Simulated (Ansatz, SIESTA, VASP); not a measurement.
NaSn2Pd3 (P6mm, 6 atoms in the cell) computed with different codes at matched settings

Self-consistent single point.

```xyz
6
Lattice="5.8883 0.0000 0.0000 -2.9441 5.0994 0.0000 0.0000 0.0000 4.3490" Properties=species:S:1:pos:R:3 pbc="T T T"
Na     0.0000     0.0000     0.8377
Sn     2.9441     1.6998     2.1577
Sn     0.0000     3.3996     2.1577
Pd    -1.4721     2.5497     4.3273
Pd     2.9441     0.0000     4.3273
Pd     1.4721     2.5497     4.3273
```

Shared settings, as Ansatz (a first-principles code) writes them: kpoints.mp_grid.grid = 5 5 5; magnetization.spin_orbit = true; scf.occupations.method = gaussian; scf.occupations.width = 0.05 eV. Potentials and cutoffs stand in the table.

```
code                                                                                                                                                               model  pressure (GPa)  largest force (eV/Å)       cutoff
------  ----------------------------------------------------------------------------------------------------------------------------------------------------------------  --------------  --------------------  -----------
SIESTA  GGA PBEsol with spin-orbit coupling, numerical atomic orbitals DZP, PseudoDojo PBEsol fully relativistic norm-conserving potentials (rewritten from UPF to PSML)               –                 0.062  grid 400 Ry
VASP                                                                                                     PBEsol, spin-orbit coupling, VASP's PBE PAW potentials (set 64)           -6.73                 0.030       300 eV
Ansatz                                                                                                          PBEsol with spin-orbit coupling, PAW files made with PBE           -6.62                 0.029       420 eV
```

Size of the force on each atom (eV/Å): Sizes of forces hide their directions.

```json
[
 {"code": "SIESTA", "Na1": "0.062", "Sn2": "0.011", "Sn3": "0.011", "Pd4": "0.024", "Pd5": "0.024", "Pd6": "0.024"},
 {"code": "VASP", "Na1": "0.030", "Sn2": "0.000", "Sn3": "0.000", "Pd4": "0.010", "Pd5": "0.010", "Pd6": "0.010"},
 {"code": "Ansatz", "Na1": "0.029", "Sn2": "0.001", "Sn3": "0.001", "Pd4": "0.009", "Pd5": "0.009", "Pd6": "0.009"}
]
```

A dash marks a value that a program does not give, or that is left out as unsure.

The spread over the programs that give each value: pressure within 0.11 GPa; largest force within 0.033 eV/Å.

SIESTA uses small atom-centred bases, whose incompleteness enters pressures, forces and empty levels differently from a plane-wave cutoff. Ansatz's pressure is given at a fixed set of plane waves, as the other plane-wave codes print theirs; with its correction for the finite basis it is -6.57 GPa.

VASP's run is marked for a possible Pulay error in its stress at this cutoff; no cutoff test was made.

The starting cell comes from a database of computed structures (which also holds hypothetical and non-ambient phases and stackings), without a prior relaxation at this level. Its lattice was rescaled by a random factor within 2.5 % of one.

Left out of this page: Elk (with a known weakness of the program).

Keys are those of Ansatz 0.2.
